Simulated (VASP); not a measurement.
OSZICAR of a VASP run on MoSi₂ (MoSi2 type):

OSZICAR:
```
       N       E                     dE             d eps       ncg     rms          rms(c)
DAV:   1     0.124237173394E+03    0.12424E+03   -0.11560E+04  8664   0.140E+03
DAV:   2    -0.210619867135E+02   -0.14530E+03   -0.14391E+03 10600   0.341E+02
DAV:   3    -0.241133861189E+02   -0.30514E+01   -0.30284E+01 11455   0.444E+01
DAV:   4    -0.241285976792E+02   -0.15212E-01   -0.15211E-01  9914   0.363E+00
DAV:   5    -0.241287290975E+02   -0.13142E-03   -0.13152E-03 11594   0.314E-01    0.223E+01
DAV:   6    -0.233884980413E+02    0.74023E+00   -0.71002E+00 10047   0.185E+01    0.501E+00
DAV:   7    -0.232732389039E+02    0.11526E+00   -0.10354E+00  9727   0.656E+00    0.467E+00
DAV:   8    -0.232395890973E+02    0.33650E-01   -0.11293E-01 10369   0.285E+00    0.454E-01
DAV:   9    -0.232389537308E+02    0.63537E-03   -0.21167E-03 10649   0.418E-01    0.243E-01
DAV:  10    -0.232389206432E+02    0.33088E-04   -0.64644E-04 10467   0.239E-01    0.551E-02
DAV:  11    -0.232389020816E+02    0.18562E-04   -0.21639E-04 10432   0.119E-01    0.371E-02
DAV:  12    -0.232389042789E+02   -0.21973E-05   -0.26266E-05  9803   0.380E-02    0.708E-03
DAV:  13    -0.232389035555E+02    0.72337E-06   -0.58678E-07 10523   0.668E-03    0.136E-03
DAV:  14    -0.232389034669E+02    0.88613E-07   -0.14084E-08  5797   0.880E-04
   1 F= -.24921186E+02 E0= -.24921186E+02  d E =0.000000E+00
```

Which electronic solver shows in the log?

It is blocked Davidson (ALGO = Normal, or the opening steps of other solvers). The INCAR had ALGO = Normal.

Can the final energy be trusted as converged?

The calculation finished and met its thresholds. It stopped with EDIFF = 1E-7, NELM = 100 (PBE GGA with D4 dispersion, plane waves, VASP's PBE PAW potentials (set 64)).

The compound is MoSi2 in the MoSi2 type structure. It was relaxed first.
